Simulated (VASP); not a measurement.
Output of a VASP run:

OSZICAR:
```
...
DAV:   5    -0.270278019899E+02   -0.10645E-03   -0.10645E-03   680   0.162E-01    0.237E-01
DAV:   6    -0.257973671795E+02    0.12304E+01   -0.92846E-02   480   0.341E+00    0.242E-01
DAV:   7    -0.245366917543E+02    0.12607E+01   -0.77716E-01   512   0.540E+00    0.441E-01
DAV:   8    -0.248959990121E+02   -0.35931E+00   -0.44064E-01   496   0.490E+00    0.118E-01
DAV:   9    -0.257170287868E+02   -0.82103E+00   -0.28700E-01   464   0.307E+00    0.225E-01
DAV:  10    -0.254157980567E+02    0.30123E+00   -0.75442E-02   480   0.284E+00    0.220E-01
DAV:  11    -0.250321087548E+02    0.38369E+00   -0.24352E-01   464   0.624E+00    0.301E-01
DAV:  12    -0.250296834428E+02    0.24253E-02   -0.20994E-01   504   0.532E+00    0.155E-01
DAV:  13    -0.250075208888E+02    0.22163E-01   -0.33169E-02   488   0.214E+00    0.133E-01
DAV:  14    -0.250114461209E+02   -0.39252E-02   -0.18188E-03   672   0.484E-01    0.122E-01
DAV:  15    -0.250086134822E+02    0.28326E-02   -0.13977E-02   488   0.178E+00    0.892E-02
DAV:  16    -0.249520153068E+02    0.56598E-01   -0.53317E-02   464   0.184E+00    0.490E-02
DAV:  17    -0.249352788383E+02    0.16736E-01   -0.46114E-03   648   0.406E-01    0.514E-02
DAV:  18    -0.249408859096E+02   -0.56071E-02   -0.32566E-04   632   0.161E-01    0.421E-02
DAV:  19    -0.250061170073E+02   -0.65231E-01   -0.65942E-02   464   0.163E+00    0.244E-02
DAV:  20    -0.250062709825E+02   -0.15398E-03   -0.60240E-04   784   0.179E-01    0.210E-02
DAV:  21    -0.250083532366E+02   -0.20823E-02   -0.30605E-03   464   0.635E-01    0.248E-02
DAV:  22    -0.250083919861E+02   -0.38749E-04   -0.62976E-05   736   0.849E-02    0.250E-02
DAV:  23    -0.250084021874E+02   -0.10201E-04   -0.16464E-04   472   0.147E-01    0.249E-02
DAV:  24    -0.250083622804E+02    0.39907E-04   -0.63417E-05   504   0.866E-02    0.249E-02
DAV:  25    -0.250083736604E+02   -0.11380E-04   -0.22994E-05   536   0.604E-02    0.275E-02
DAV:  26    -0.250084247163E+02   -0.51056E-04   -0.13752E-05   536   0.556E-02    0.251E-02
DAV:  27    -0.250085370010E+02   -0.11228E-03   -0.11438E-04   496   0.133E-01    0.177E-02
DAV:  28    -0.250086252793E+02   -0.88278E-04   -0.97212E-04   496   0.453E-01    0.148E-02
DAV:  29    -0.250086481664E+02   -0.22887E-04   -0.12725E-04   496   0.117E-01    0.138E-02
DAV:  30    -0.250087915038E+02   -0.14334E-03   -0.12175E-04   464   0.157E-01    0.132E-02
DAV:  31    -0.250087867671E+02    0.47367E-05   -0.23792E-04   480   0.178E-01    0.127E-02
DAV:  32    -0.250087946526E+02   -0.78854E-05   -0.91597E-05   528   0.121E-01    0.118E-02
DAV:  33    -0.250087767443E+02    0.17908E-04   -0.17059E-05   496   0.528E-02    0.104E-02
DAV:  34    -0.250087696188E+02    0.71255E-05   -0.55350E-06   544   0.314E-02    0.831E-03
DAV:  35    -0.250087813837E+02   -0.11765E-04   -0.17348E-05   480   0.477E-02    0.653E-03
DAV:  36    -0.250087857159E+02   -0.43322E-05   -0.10472E-05   480   0.438E-02    0.480E-03
DAV:  37    -0.250087883376E+02   -0.26217E-05   -0.70732E-06   480   0.341E-02    0.353E-03
DAV:  38    -0.250087874900E+02    0.84764E-06   -0.26797E-06   464   0.219E-02    0.221E-03
DAV:  39    -0.250087876839E+02   -0.19397E-06   -0.19405E-06   480   0.157E-02    0.115E-03
DAV:  40    -0.250087874137E+02    0.27027E-06   -0.33022E-07   544   0.798E-03    0.676E-04
DAV:  41    -0.250087871121E+02    0.30157E-06   -0.34782E-07   480   0.827E-03    0.247E-04
DAV:  42    -0.250087868179E+02    0.29421E-06   -0.21710E-07   496   0.534E-03    0.105E-04
DAV:  43    -0.250087868212E+02   -0.33157E-08   -0.52295E-08   504   0.309E-03
   1 F= -.25008787E+02 E0= -.25008019E+02  d E =-.230476E-02
```

### OUTCAR
```
------------------------ aborting loop because EDIFF is reached ----------------------------------------
  FORCE on cell =-STRESS in cart. coord.  units (eV):
  Direction    XX          YY          ZZ          XY          YZ          ZX
  --------------------------------------------------------------------------------------
  Total       -0.1075874     -0.1075874     -0.1075874     -0.0000000     -0.0000000     -0.0000000
  in kB       -1.2889017     -1.2889017     -1.2889017     -0.0000000     -0.0000000     -0.0000000
  external PRESSURE =      -1.2889017 kB  Pullay stress =       0.0000000 kB
  volume of cell :      133.74
      direct lattice vectors                 reciprocal lattice vectors
    -3.221543838  3.221543838  3.221543838     0.000000000  0.155205090  0.155205090
     3.221543838 -3.221543838  3.221543838     0.155205090  0.000000000  0.155205090
     3.221543838  3.221543838 -3.221543838     0.155205090  0.155205090  0.000000000
 POSITION                                       TOTAL-FORCE (eV/Angst)
 -----------------------------------------------------------------------------------
      0.00000      0.00000      0.00000        -0.000000      0.000000     -0.000000
 -----------------------------------------------------------------------------------
    total drift:                               -0.000000      0.000000     -0.000000
  FREE ENERGIE OF THE ION-ELECTRON SYSTEM (eV)
  ---------------------------------------------------
  free  energy   TOTEN  =       -25.0087868212 eV

  energy  without entropy=      -25.0064820645  energy(sigma->0) =      -25.00801857
```
(Selected blocks of OUTCAR.)

### POSCAR
```
Cs
1
   -3.2215438384     3.2215438384     3.2215438384
    3.2215438384    -3.2215438384     3.2215438384
    3.2215438384     3.2215438384    -3.2215438384
Cs
1
Direct
  0.0000000000   0.0000000000   0.0000000000
```

Q: Reconstruct the remaining input files.

A: This is not unique; one that fits is the input of the run itself, r2SCAN meta-GGA, plane waves, VASP's PBE PAW potentials (set 64).

**KPOINTS**
```
Automatic mesh
0
Gamma
8 8 8
0 0 0
```

INCAR:
```
# general
SYSTEM  = Cs
PREC    = Accurate
ENCUT   = 480
LREAL   = .False.
LASPH   = .True.

# electronic loop
EDIFF   = 1E-7
NELM    = 100
ALGO    = Normal
LMAXMIX = 4
LMIXTAU = .True.

# smearing
ISMEAR  = 1
SIGMA   = 0.1

# functional
METAGGA = R2SCAN

# ions
ISIF    = 2

# output
LWAVE   = .False.
LCHARG  = .False.
```

POTCAR, in this order: Cs_sv (PBE.64 set). Program: vasp_std.

The compound is Cs in the bcc structure. This cell was strained or had an atom moved on purpose.
